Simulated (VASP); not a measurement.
A convergence study with VASP on InP (zinc blende): one setting is varied, all else stays as given below, so the limit is that of these other settings.

```xyz
2
Lattice="0.0000 2.9350 2.9350 2.9350 0.0000 2.9350 2.9350 2.9350 0.0000" Properties=species:S:1:pos:R:3 pbc="T T T"
In     0.0000     0.0000     0.0000
P      1.4675     1.4675     1.4675
```

The numbers are results of LDA (Ceperley-Alder, Perdew-Zunger), VASP's LDA PAW potentials (set 64) (plane waves; VASP), not measurements. The tightest run used: 550 eV cut-off, 13×13×13 Monkhorst-Pack mesh, Gaussian smearing of 0.050 eV, potentials In_d P.

The settings run are 1×1×1 mesh; 2×2×2 mesh; 3×3×3 mesh; 4×4×4 mesh; 5×5×5 mesh; 6×6×6 mesh; 7×7×7 mesh; 8×8×8 mesh; 9×9×9 mesh; 10×10×10 mesh; 11×11×11 mesh; 12×12×12 mesh; 13×13×13 mesh. From which on does the stress (every component) stay within 0.2 GPa of the tightest run?

From 4×4×4 mesh on: it is off by 0.00 there and by no more than 0.2 in any finer run, while 3×3×3 mesh is off by 0.79.
| setting | E (eV/atom) | pressure (GPa) | irreducible k-points | difference judged (GPa) |
|---|---|---|---|---|
| 1×1×1 mesh | 2.8745 | 54.05 | 1 | 55.52 |
| 2×2×2 mesh | -4.7801 | -1.25 | 2 | 0.22 |
| 3×3×3 mesh | -4.6201 | -0.69 | 4 | 0.79 |
| 4×4×4 mesh | -4.8341 | -1.48 | 10 | 0.00 |
| 5×5×5 mesh | -4.8147 | -1.46 | 10 | 0.01 |
| 6×6×6 mesh | -4.8350 | -1.47 | 28 | 0.00 |
| 7×7×7 mesh | -4.8319 | -1.49 | 20 | 0.02 |
| 8×8×8 mesh | -4.8350 | -1.47 | 60 | 0.00 |
| 9×9×9 mesh | -4.8344 | -1.48 | 35 | 0.01 |
| 10×10×10 mesh | -4.8350 | -1.47 | 110 | 0.00 |
| 11×11×11 mesh | -4.8348 | -1.48 | 56 | 0.00 |
| 12×12×12 mesh | -4.8350 | -1.47 | 182 | 0.00 |
| 13×13×13 mesh | -4.8350 | -1.47 | 84 | 0.00 |

Left out are rungs that failed or repeat a setting and relaxations that didn't move; long series are thinned to 24 rows.

The compound is InP in the zinc blende structure. The cell was not relaxed at this level.
